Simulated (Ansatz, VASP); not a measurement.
## GaSi2C2N in two plane-wave programs

Aim: how closely do two programs agree when they are given the same cell, functional and k mesh? The cell is generated by rule, not measured, and may not be a known phase. The cell is taken from a series of runs on this material, whose earlier steps may have relaxed, scaled, displaced or heated it; both programs get it as it stands.

Calculated with Ansatz 0.2.0; plane waves, with VASP 6.6.1 beside it; relaxation of cell and atoms at PBE.

The structure was built from a prototype and need not be the compound's stable phase.

### Step 1. The starting structure

It takes space group Imm2 (No. 44, orthorhombic). The conventional cell has a = 3.127 Å, b = 3.128 Å, c = 13.298 Å, α = 90.00°, β = 90.00°, γ = 90.00°. Nearest to C lie 4 Si at 1.87 to 1.93 Å. C has 2 Si at 1.87 Å and 2 Ga at 1.95 Å nearest. Nearest to Ga lie 2 C at 1.95 Å and 2 N at 2.04 Å. Nearest to N lie 2 Si at 1.85 Å and 2 Ga at 2.04 Å. Si has 2 N at 1.85 Å and 2 C at 1.87 Å nearest. Si has 4 C at 1.87 to 1.93 Å nearest. Farther neighbours and most contacts between anions are not listed.

Structure file:

```
C Ga N Si
1.0
     2.21090    2.21090    0.00000
    -2.21168    2.21168    0.00000
     2.21129   -0.00039    6.64909
C Ga N Si
2 1 1 2
Cartesian
  1.1054 1.1054 1.0633
  1.1051 3.3167 3.2226
  2.2109 2.2109 4.3921
  1.1054 1.1054 5.7076
  2.2109 2.2109 0.0388
  -0.0004 2.2113 2.1984
```

### Step 2. VASP: relaxation of cell and atoms, PBE, pair 1

The relaxed volume is the usual yardstick between codes: in a stiff, nearly cubic crystal its relative difference is about their pressure difference at one cell divided by the bulk modulus.

Lines of VASP's logs that name or quote its potential files are left out, and so is its time.

INCAR

```
SYSTEM = GaSi2C2N
PREC = Accurate
ENCUT = 600
EDIFF = 1E-07
NELM = 120
ISMEAR = 0
SIGMA = 0.02
LREAL = .FALSE.
ALGO = Normal
GGA = PE
NBANDS = 23
LORBIT = 11
LWAVE = .FALSE.
LCHARG = .FALSE.
ISIF = 3
IBRION = 2
NSW = 80
EDIFFG = -0.005
LASPH = .TRUE.
GGA_COMPAT = .FALSE.
NELMIN = 4
EFERMI = MIDGAP
KPAR = 2
```

POSCAR

```
GaSi2C2N
1.0
    2.2108970000      2.2108970000      0.0000000000
   -2.2116760000      2.2116760000      0.0000000000
    2.2112870000     -0.0003890000      6.6490860000
C Ga N Si
2 1 1 2
Direct
    0.4200422444      0.0799576062      0.1599152124
    0.7576679722      0.7423318784      0.4846637568
    0.6697230276      0.3302768230      0.6605536460
    0.0707950697      0.4292047809      0.8584095619
    0.9970839611      0.0029158895      0.0058317790
    0.3346867535      0.6653130972      0.3306261943
```

KPOINTS

```
Automatic mesh
0
Gamma
8 8 8
0 0 0
```

Potentials, in the order of the species: C, Ga_d, N and Si (PBE family, release 64).

Started as:

```bash
$ mpirun -np 2 vasp_std
```

Numbers of over 12 decimals in the logs are rounded to 6 here.

Log:

```text
[banner, memory and clock lines left out]
running    2 mpi-ranks, on    1 nodes
 distrk:  each k-point on    1 cores,    2 groups
 distr:  one band on    1 cores,    1 groups

 POSCAR found type information on POSCAR C GaN Si
 POSCAR found :  4 types and       6 ions
 LDA part: xc-table for (Slater+PW92), standard interpolation
 POSCAR, INCAR and KPOINTS ok, starting setup
 FFT: planning ... GRIDC
 FFT: planning ... GRID_SOFT
 FFT: planning ... GRID
 WAVECAR not read
 entering main loop
       N       E                     dE             d eps       ncg     rms          rms(c)
DAV:   1     0.266114275901E+03    0.26611E+03   -0.17351E+04  4561   0.216E+03
DAV:   2    -0.118140800299E+02   -0.27793E+03   -0.25982E+03  4918   0.518E+02
DAV:   3    -0.463915491547E+02   -0.34577E+02   -0.33895E+02  5126   0.133E+02
DAV:   4    -0.478164059147E+02   -0.14249E+01   -0.14179E+01  5946   0.290E+01
DAV:   5    -0.478518551913E+02   -0.35449E-01   -0.35430E-01  5288   0.421E+00    0.145E+01
DAV:   6    -0.420351843341E+02    0.58167E+01   -0.17855E+01  7202   0.501E+01    0.566E+00
DAV:   7    -0.420421312265E+02   -0.69469E-02   -0.25690E+00  5688   0.103E+01    0.314E+00
DAV:   8    -0.420271605656E+02    0.14971E-01   -0.18436E-01  5799   0.445E+00    0.131E+00
DAV:   9    -0.420260277629E+02    0.11328E-02   -0.21455E-02  6579   0.187E+00    0.215E-01
DAV:  10    -0.420259219837E+02    0.10578E-03   -0.37188E-03  5715   0.440E-01    0.114E-01
DAV:  11    -0.420260908297E+02   -0.16885E-03   -0.53204E-04  5607   0.192E-01    0.546E-02
DAV:  12    -0.420261342065E+02   -0.43377E-04   -0.10705E-04  5878   0.755E-02    0.174E-02
DAV:  13    -0.420261373741E+02   -0.31676E-05   -0.17474E-05  6043   0.432E-02    0.821E-03
DAV:  14    -0.420261378284E+02   -0.45431E-06   -0.33632E-06  5572   0.146E-02    0.353E-03
DAV:  15    -0.420261379094E+02   -0.80915E-07   -0.68346E-07  5720   0.779E-03
   1 F= -.42026138E+02 E0= -.42026138E+02  d E =-.420261E+02
[...]
2 F= -.42026163E+02 E0= -.42026163E+02  d E =-.254183E-04
[...]
3 F= -.42026182E+02 E0= -.42026182E+02  d E =-.445506E-04
 curvature:  -0.29 expect dE=-0.454E-05 dE for cont linesearch -0.239E-08
 trial: gam= 0.11606 g(F)=  0.644E-05 g(S)=  0.944E-05 ort =-0.111E-05 (trialstep = 0.922E+00)
 search vector abs. value=  0.176E-04
 bond charge predicted
       N       E                     dE             d eps       ncg     rms          rms(c)
DAV:   1    -0.420261961831E+02   -0.13687E-04   -0.12726E-03  4938   0.290E-01    0.189E-02
DAV:   2    -0.420261943932E+02    0.17899E-05   -0.39921E-05  5696   0.740E-02    0.107E-02
DAV:   3    -0.420261921203E+02    0.22728E-05   -0.40600E-06  6857   0.293E-02    0.257E-03
DAV:   4    -0.420261919932E+02    0.12707E-06   -0.80070E-07  5576   0.771E-03    0.953E-04
DAV:   5    -0.420261919775E+02    0.15760E-07   -0.78123E-08  3529   0.278E-03
   4 F= -.42026192E+02 E0= -.42026192E+02  d E =-.951758E-05
 trial-energy change:   -0.000010  1 .order   -0.000009   -0.000015   -0.000004
 step:   1.3184(harm=  1.3184)  dis= 0.00046  next Energy=   -42.026193 (dE=-0.104E-04)
 reached required accuracy - stopping structural energy minimisation
```

From OUTCAR (step 2):

```text
ion  position               nearest neighbor table
   1  0.420  0.080  0.160-   5 1.87   5 1.87   6 1.93   6 1.93
   2  0.758  0.742  0.485-   6 1.87   6 1.87   3 1.95   3 1.95
   3  0.670  0.330  0.661-   2 1.95   2 1.95   4 2.04   4 2.04
   4  0.071  0.429  0.858-   5 1.85   5 1.85   3 2.04   3 2.04
   5  0.997  0.003  0.006-   4 1.85   4 1.85   1 1.87   1 1.87   6 3.09   6 3.09   6 3.09   6 3.09

  LATTYP: Found a body centered orthorhombic cell.
 ALAT       =     3.1266805224
 B/A-ratio  =     1.0003523457
 C/A-ratio  =     4.2531278475

 Subroutine GETGRP returns: Found  4 space group operations
 (whereof  4 operations were pure point group operations)

The static configuration has the point symmetry C_2v.

 Found     95 irreducible k-points:

   k-points           NKPTS =     95   k-points in BZ     NKDIM =     95   number of bands    NBANDS=     23

   dimension x,y,z NGX =    28 NGY =   28 NGZ =   56
   dimension x,y,z NGXF=    56 NGYF=   56 NGZF=  112

   ENCUT  =  600.0 eV  44.10 Ry    6.64 a.u.   6.24  6.25 14.00*2*pi/ulx,y,z

   NELECT =      34.0000    total number of electrons

 k-points in reciprocal lattice and weights: Automatic mesh
   0.00000000  0.00000000  0.00000000       0.002
   0.12500000  0.00000000  0.00000000       0.008
   0.25000000  0.00000000  0.00000000       0.008
   0.37500000  0.00000000  0.00000000       0.008
   0.50000000  0.00000000  0.00000000       0.004
   0.00000000  0.12500000  0.00000000       0.008
   0.12500000  0.12500000  0.00000000       0.008
   0.25000000  0.12500000  0.00000000       0.016
   0.37500000  0.12500000  0.00000000       0.016
[...]
0.00000000  0.25000000  0.37500000       0.004
   0.00000000  0.00000000  0.50000000       0.002

 average (electrostatic) potential at core
       1 -45.8315       2 -45.3965       3 -61.9209       4 -61.1684       5 -82.1407
       6 -81.1636

 E-fermi :   8.4256

 k-point     1 :       0.0000    0.0000    0.0000
  band No.  band energies     occupation
    ...
     13       4.8776      2.00000
     14       5.1743      2.00000
     15       6.6995      2.00000
     16       6.9291      2.00000
     17       7.7610      2.00000
     18       9.4203      0.00000
     19      10.4250      0.00000
     20      11.7689      0.00000
     21      12.3836      0.00000
     22      13.5440      0.00000
    ...

 k-point     2 :       0.1250    0.0000    0.0000
  band No.  band energies     occupation
    ...
     13       4.4241      2.00000
     14       5.3003      2.00000
     15       5.9606      2.00000
     16       6.5704      2.00000
     17       7.7773      2.00000
     18       9.8108      0.00000
     19      11.0061      0.00000
     20      12.5987      0.00000
     21      12.8567      0.00000
     22      14.0386      0.00000
    ...

 k-point     3 :       0.2500    0.0000    0.0000
  band No.  band energies     occupation
    ...
     13       4.1320      2.00000
     14       4.6773      2.00000
     15       5.6200      2.00000
     16       6.0181      2.00000
     17       7.8210      2.00000
     18      10.3383      0.00000
     19      11.9250      0.00000
     20      13.0306      0.00000
     21      14.1538      0.00000
     22      14.8341      0.00000
    ...

  Total       -0.0008409     -0.0008409      0.0109568     -0.0023778      0.0000000      0.0000000
  in kB       -0.0207305     -0.0207305      0.2701267     -0.0586228      0.0000000      0.0000000
  external PRESSURE =       0.0762219 kB  Pullay stress =       0.0000000 kB

  energy-cutoff  :      600.00
  volume of cell :       64.99
      direct lattice vectors                 reciprocal lattice vectors
     2.210346769  2.210346769  0.000000000     0.226208850  0.226208850 -0.075188345
    -2.210635456  2.210635456  0.000000000    -0.226179309  0.226179309  0.075188311
     2.210491612 -0.000143843  6.649969824    -0.000000000 -0.000000000  0.150376622

 POSITION                                       TOTAL-FORCE (eV/Angst)
 -----------------------------------------------------------------------------------
      1.10517      1.10517      1.06404         0.000000      0.000000      0.002012
      1.10503      3.31566      3.22285        -0.000000     -0.000000     -0.002365
      2.21035      2.21035      4.39142         0.000000      0.000000      0.000040
      1.10517      1.10517      5.70903        -0.000000     -0.000000     -0.000731
      2.21035      2.21035      0.03904         0.000000      0.000000      0.002160
     -0.00014      2.21049      2.19855        -0.000000     -0.000000     -0.001115
 -----------------------------------------------------------------------------------
    total drift:                                0.000476      0.000485      0.000263

  FREE ENERGIE OF THE ION-ELECTRON SYSTEM (eV)
  ---------------------------------------------------
  free  energy   TOTEN  =       -42.0261919775 eV

  energy  without entropy=      -42.0261919775  energy(sigma->0) =      -42.02619198

 reached required accuracy - stopping structural energy minimisation

 total charge
# of ion       s       p       d       tot
------------------------------------------
    1        0.835   1.692   0.000   2.527
    2        0.834   1.669   0.000   2.503
    3        0.834   0.928  10.128  11.890
    4        1.220   2.550   0.000   3.769
    5        0.695   0.910   0.000   1.605
    6        0.704   0.952   0.000   1.656
--------------------------------------------------
tot          5.121   8.701  10.128  23.950

[... 3 further parts left out ...]
```

CONTCAR:

```
GaSi2C2N
   1.00000000000000
     2.2103467687631722    2.2103467687631722    0.0000000000441760
    -2.2106354555599279    2.2106354555599279    0.0000000000000000
     2.2104916121035632   -0.0001438434563651    6.6499698242741445
  C               Ga              N               Si
     2     1     1     2
Direct
     0.4199965318353728    0.0800033187646242    0.1600066375292555
     0.7576794296020765    0.7423204209979212    0.4846408419958425
     0.6698162046167528    0.3301836459832497    0.6603672919664995
     0.0707472960271201    0.4292525545728759    0.8585051092457465
     0.9970646156602502    0.0029352349397551    0.0058704698795030
     0.3346949507584274    0.6653048999415729    0.3306097997831514
```

### Step 3. Ansatz: relaxation of cell and atoms, PBE, pair 1

Ansatz runs on its default PAW (the set named soft_2) files.

The same cell, functional, mesh and smearing now go to Ansatz, which takes its cutoff from its data sets.

input.yaml

```yaml
crystal:
  lattice:
    - [2.2108973466, 2.2108973466, 0.0]
    - [-2.2116759984, 2.2116759984, 0.0]
    - [2.2112866725, -0.0003893259, 6.6490863186]
  atoms:
    - { symbol: C, position: [0.4200424171, 0.0799575829, 0.1599151658] }
    - { symbol: C, position: [0.7576681038, 0.7423318962, 0.4846637923] }
    - { symbol: Ga, position: [0.6697231949, 0.3302768051, 0.6605536102] }
    - { symbol: "N", position: [0.0707952301, 0.4292047699, 0.8584095397] }
    - { symbol: Si, position: [-0.0029158683, 0.0029158683, 0.0058317366] }
    - { symbol: Si, position: [0.3346869223, 0.6653130777, 0.3306261554] }
kpoints:
  mp_grid: { grid: [8, 8, 8] }
hamiltonian:
  xc: pbe
scf:
  occupations: { method: gaussian, width: 0.02 }
output:
  forces: true
  stress: true
  eigenvalues: true
  write_density: true
  write_potential: true
  elf: true
  volumetric_format: npy
relax:
  adjacent_minimum: "off"
  f_tol: 0.005
  max_steps: 80
  cell: { stress_tol: 0.05 }
```

Started as:

```bash
$ ansatz run input.yaml --threads 8 --pin off --max-ram 14336MiB --backend cpu --events-out ev --progress --plain --runs-dir out
```

Log:

```text
Engine: ansatz 0.2.0, x86_64-unknown-linux-gnu
Pseudopotentials: kind: paw
Pseudopotential: C, paw, valence charge 4, recommended cutoff 420 eV (normal), C.paw.azcp
Pseudopotential: Ga, paw, valence charge 13, recommended cutoff 420 eV (normal), Ga.paw.azcp
Pseudopotential: N, paw, valence charge 5, recommended cutoff 420 eV (normal), N.paw.azcp
Pseudopotential: Si, paw, valence charge 4, recommended cutoff 420 eV (normal), Si.paw.azcp
Functional definition: PBE
  parameter kappa = 0.804
  parameter beta = 0.066725
  exchange = pbe_x(kappa = kappa, mu = beta*pi^2/3)
  correlation = pbe_c(beta = beta)
Crystal: 6 atoms, lattice volume = 65.025 Å³
Basis set: ecut = 420 eV, 1275 PW (Γ), exchange–correlation on 48×48×96 points (8 copies of the dense FFT grid, shifted against one another)
Bands: 23, of which v1, the nominal top of the filled ones, is band 17 counted from 1 (16 counted from 0)
Symmetry: 4 space group operations
Space group: Imm2 (ITA 44), of the structure as read, at distance tolerance 4.0e-5 Å
k-points: 95 of 512 (time reversal used)
Non-local potential: C, projectors of the file, l = 0: 2, l = 1: 2, l = 2: 1
Non-local potential: Ga, projectors of the file, l = 0: 2, l = 1: 2, l = 2: 3, l = 3: 1
Non-local potential: N, projectors of the file, l = 0: 2, l = 1: 2, l = 2: 1
Non-local potential: Si, projectors of the file, l = 0: 2, l = 1: 2, l = 2: 2
PAW form: soft (Blöchl's): semilocal exchange-correlation on the pseudo side does not see the compensation charge
PAW one-centre angular grid: C, 110 points (default); XC on 64 Gauss nodes
PAW one-centre angular grid: Ga, 590 points (default); XC on 64 Gauss nodes
PAW one-centre angular grid: N, 110 points (default); XC on 64 Gauss nodes
PAW one-centre angular grid: Si, 110 points (default); XC on 64 Gauss nodes
Initial density: superposition of atomic densities (neutral atoms: chi_scale 0, normalization atom), corrected by the library's trained network
Initial wavefunctions: pseudopotential atomic-orbital guess
Functional: x = pbe(κ = 0.804, μ = 0.219515), c = pbe(β = 0.066725)
SCF iter   1: F=—  HF=-5941.978452 eV  |F-HF|=—  |Δ(HF+E_count)|=         —  Δρ=3.78e-3  dr2=3.05e-2  ethr=1.77e-3  ⟨swp⟩=6.2  Hψ=11259  notcnv=0
preconditioner: auto → none  [insulator: Δε(μ)=1.181 eV  Ē_g=14.245 eV  σ=0.020 eV  W_gap=1.00  n_scr=12 (ndim 8)  ℏωp=26.9 eV  f_vac=0.000  D(μ)=0.00/eV (n_scr^D=0)  ε∞_Penn≈4.6]
SCF iter   2: F=—  HF=-5941.972286 eV  |F-HF|=—  |Δ(HF+E_count)|=   6.17e-3  Δρ=1.39e-3  dr2=1.13e-3  ethr=8.96e-5  ⟨swp⟩=3.0  Hψ=4080  notcnv=0  defer=164
SCF iter   3: F=—  HF=-5941.972172 eV  |F-HF|=—  |Δ(HF+E_count)|=   1.14e-4  Δρ=5.37e-4  dr2=1.27e-4  ethr=3.33e-6  ⟨swp⟩=2.5  Hψ=3360  notcnv=0  defer=164
SCF iter   4: F=—  HF=-5941.972206 eV  |F-HF|=—  |Δ(HF+E_count)|=   3.40e-5  Δρ=1.79e-4  dr2=1.18e-5  ethr=3.74e-7  ⟨swp⟩=2.0  Hψ=3520  notcnv=0  defer=164
SCF iter   5: F=—  HF=-5941.972221 eV  |F-HF|=—  |Δ(HF+E_count)|=   1.46e-5  Δρ=5.49e-5  dr2=9.69e-7  ethr=3.48e-8  ⟨swp⟩=2.0  Hψ=3568  notcnv=0  defer=164
SCF iter   6: F=-5941.972221 eV  HF=-5941.972221 eV  |F-HF|=3.52e-8  |Δ(HF+E_count)|=   6.70e-7  Δρ=1.05e-5  dr2=3.92e-8  ethr=2.94e-10  ⟨swp⟩=13.7  Hψ=16690  notcnv=0
SCF 1 converged in 6 iterations: F = -5941.972221 eV  dr2 = 3.92e-8
  Residual-converged pass: ⟨swp⟩=1.0  Hψ=2566  notcnv=0  max |occ|·‖R‖ = 7.1e-9 eV (tolerance 1.0e-8 eV)  dr2=3.92e-8  dr2_onsite=2.62e-8  max |Δocc| = 3.6e-304
  greatest PAW one-centre occupation: 0.995 electrons in one spin orbital (limit 2), on the Ga atom at site 2 (counted from 0), in its partial waves of l = 2
relax step   1: F+E_penalty+E_count = -5941.97222135 eV  Δ(F+E_penalty+E_count) = +0.000e0 eV  max|allowed force component| = 1.264e-2 eV/Å  Δτ_max = 0.0000 Å  P = +0.042 GPa  Ω = 65.025 Å³  (6 SCF iters, dr2 threshold 1.00e-7 eV, accepted)
[...]
relax step   2: F+E_penalty+E_count = -5941.97222085 eV  Δ(F+E_penalty+E_count) = +5.059e-7 eV  max|allowed force component| = 5.549e-3 eV/Å  Δτ_max = 0.0002 Å  P = +0.020 GPa  Ω = 65.032 Å³  energy of the carried Pulay correction = -1.581e-5 eV  (6 SCF iters, accepted)
[...]
relax step   3: F+E_penalty+E_count = -5941.97221193 eV  Δ(F+E_penalty+E_count) = +8.916e-6 eV  max|allowed force component| = 1.090e-3 eV/Å  Δτ_max = 0.0002 Å  P = +0.004 GPa  Ω = 65.037 Å³  energy of the carried Pulay correction = -2.620e-5 eV  (6 SCF iters, accepted)
[...]
relax step   4: F+E_penalty+E_count = -5941.97222773 eV  Δ(F+E_penalty+E_count) = -1.580e-5 eV  max|allowed force component| = 1.098e-3 eV/Å  Δτ_max = 0.0000 Å  P = +0.005 GPa  Ω = 65.037 Å³  stress off target by 9.45e-3 GPa  SCF on the basis re-selected at this cell (its energy is not comparable with the rows above)  (8 SCF iters)
basis re-selected at this cell: Δ(F+E_penalty+E_count) = -1.580e-5 eV, ΔP = +0.001 GPa vs the last step (what re-selecting the basis moved, of the pressure what is left beyond the Pulay correction that the steps carried, after the strain that the cell walked since its last selection, with what the two solves' SCF thresholds leave and, on support functions, any second-order correction that the steps lacked; it is no m [...]
SCF converged after 8 iterations
Free energy (F): -5941.972228 eV
Harris-Foulkes:  -5941.972228 eV  (|F-HF|=9.09e-13)
Internal energy: -5941.972228 eV  (E = F + TS)
E sigma→0 (E₀):  -5941.972228 eV
Fermi energy:    10.830380 eV
--- Per-component energies (eV) ---
  E_band       = 44.126741
  E_kinetic    = 517.071877
  E_local      = -2646.098816  (includes V_loc(G=0)·N_el)
  E_nonlocal   = 574.725291
  E_hartree    = 1201.227465
  E_xc         = -339.552663
  E_vxc        = -352.498127  (∫ρ·V_xc dr)
  E_paw        = -3341.887566  (= ΣΔE_a)
  E_vpaw       = -451.528411  (= ΣTr[D̂ρ^β])
  E_aug_tail   = -0.000000  (compensation charges beyond the density's cutoff)
  E_ewald      = -1907.457814
  E_smearing   = -0.000000  (= −TS)
  E_closure    = 0.000000  (closes the sum)
  Σ components = -5941.972228   (vs F -5941.972228, Δ=0.00e0)
--- Forces (eV/Å), atoms counted from 1 ---
  atom   1  C      0.00000000     0.00000000     0.00109768
  atom   2  C      0.00000000     0.00000000    -0.00089510
  atom   3  Ga     0.00000000     0.00000000     0.00053979
  atom   4  N      0.00000000     0.00000000    -0.00098785
  atom   5  Si     0.00000000     0.00000000     0.00017651
  atom   6  Si     0.00000000     0.00000000     0.00006900
  max |Σ_I F_I| component: 3.87e-8 eV/Å
--- Stress (GPa, compression-positive) ---
        0.008324       0.001123      -0.000000
        0.001123       0.008324      -0.000000
       -0.000000      -0.000000      -0.001258
  P = ⅓ Tr σ = 0.0051 GPa (0.051 kbar)
--- Band table (eV; the first three rows and the last of 95) ---
  k-point 0: bands = [... 13 lower, 7.5795, 9.1030, 9.3319, 10.1641, 11.8233, 12.8259, 14.1703, 14.7772, ... 2 higher]
  k-point 1: bands = [... 13 lower, 7.6154, 8.9407, 9.2621, 10.1183, 11.7104, 13.0843, 14.1796, 14.8319, ... 2 higher]
  k-point 2: bands = [... 13 lower, 7.7059, 8.5303, 9.0688, 10.0045, 11.5275, 13.6295, 14.1722, 15.0391, ... 2 higher]
  k-point 94: bands = [... 13 lower, 5.7408, 5.8448, 6.5942, 6.7414, 11.9720, 12.3524, 14.7473, 15.0611, ... 2 higher]
--- Relaxed structure (3 steps of the walk, 3 accepted, 1 SCFs on fresh bases) ---
  F+E_penalty+E_count = -5941.97222773 eV   max|allowed force component| = 1.098e-3 eV/Å   (the final SCF, on the basis selected at the relaxed cell)
  cell:  # Å, volume = 65.0372 Å³
    - [2.210646, 2.210646, 0]
    - [-2.211299, 2.211299, 0.0]
    - [2.210973, -0.000326586, 6.652200]
  atoms:
    - { symbol: C, position: [0.420020, 0.079980, 0.159959] }
    - { symbol: C, position: [0.757686, 0.742314, 0.484629] }
    - { symbol: Ga, position: [0.669701, 0.330299, 0.660597] }
    - { symbol: N, position: [0.070807, 0.429193, 0.858386] }
    - { symbol: Si, position: [-0.0029147, 0.0029147, 0.00582941] }
    - { symbol: Si, position: [0.334700, 0.665300, 0.330600] }
```

### Step 4. Comparison

Known differences besides the potentials themselves: the cutoff is 420 eV in Ansatz and 600 eV in VASP; Ansatz adds a Pulay correction to the stress that steers its cell, VASP none. Total energies have different zeros and are not compared.

Both answers:

| quantity | Ansatz | VASP | difference |
| --- | --- | --- | --- |
| volume (Å³) | 65.04 | 64.99 | +0.08 % |
| edge a after relaxation, in the typed setting (Å) | 3.126 | 3.126 | +0.01 % |
| edge c after relaxation, in the typed setting (Å) | 7.010 | 7.008 | +0.03 % |

(Continued in part 2 of 2.)

[Lines on the potential files, build, host, timing and source positions are cut from VASP's logs without a mark.]

[Logs are printed without paths, hosts, clocks, repeated set-up lines and the standing remarks that a program may print on its own settings, such as how far it seeks lower states.]

[Hosts, paths, dates, database ids (printed as entryN), source tags and the programs' standing remarks are cut or masked in the printed files.]
